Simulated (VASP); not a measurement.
```yaml
crystal:
  lattice:
    - [4.02319, 0.00000, 0.00000]
    - [0.00000, 4.02319, 0.00000]
    - [0.00000, 0.00000, 4.02319]
  atoms:
    - { symbol: Sc, position: [0.00000, 0.00000, 0.00000] }
    - { symbol: Al, position: [0.00000, 0.50000, 0.50000] }
    - { symbol: Al, position: [0.50000, 0.00000, 0.50000] }
    - { symbol: Al, position: [0.50000, 0.50000, 0.00000] }
```

These are PBE GGA, VASP's PBE PAW potentials (set 64) (plane waves; VASP) values and carry that method's errors. Settings: 520 eV cut-off, 8×8×8 Γ-centred mesh, first-order Methfessel-Paxton smearing of 0.10 eV, potentials Sc_sv Al.

Give the stress tensor in GPa (positive for a compressed cell).

```
6.02  0.00  0.00
0.00  6.02  0.00
0.00  0.00  6.02
```
The pressure is its mean diagonal, 6.02 GPa.

The compound is Al3Sc in the L1_2 structure. This cell is one point of a volume scan, at 0.94 of the reference volume.
